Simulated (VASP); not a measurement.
Method: PBE GGA, VASP's PBE PAW potentials (set 64) (plane waves; VASP 6.6.1).

Input for VASP

**KPOINTS**
```
Regular mesh
0
G
8 8 4
```

**POSCAR**
```
Ti
1
    1.4750000000    -2.5547750000     0.0000000000
    1.4750000000     2.5547750000     0.0000000000
    0.0000000000     0.0000000000     4.6800000000
Ti
2
Direct
  0.3333330000   0.6666670000   0.2500000000
  0.6666670000   0.3333330000   0.7500000000
```

### INCAR
```
SYSTEM = Ti
PREC = Accurate
ENCUT = 400
EDIFF = 1E-6
NELM = 100
ALGO = Normal
LREAL = .FALSE.
LASPH = .TRUE.
ISMEAR = 1
SIGMA = 0.1
GGA = PE
LMAXMIX = 4
LWAVE = .FALSE.
LCHARG = .FALSE.
ISIF = 2
```

POTCAR, in this order: Ti_sv (PBE.64 set). Program: vasp_std.

### Question
What will the output report for the number of irreducible k-points (NKPTS), number of bands (NBANDS), largest plane-wave count, number of space-group operations, FFT grid (NGX, NGY, NGZ)?

### Answer

* **number of irreducible k-points (NKPTS)**: 30
* **number of bands (NBANDS)**: 16
* **largest plane-wave count**: 659
* **number of space-group operations**: 24
* **FFT grid (NGX, NGY, NGZ)**: 20 × 20 × 32

The compound is Ti in the hcp structure. The cell was not relaxed at this level. The k-mesh is coarse (spacing up to 0.34 per Å, 2π included), so the numbers may not be converged in it. The run is one of a series of settings (KPOINTS 8×8×4 Γ-centred mesh against the base run), some of them coarse on purpose.
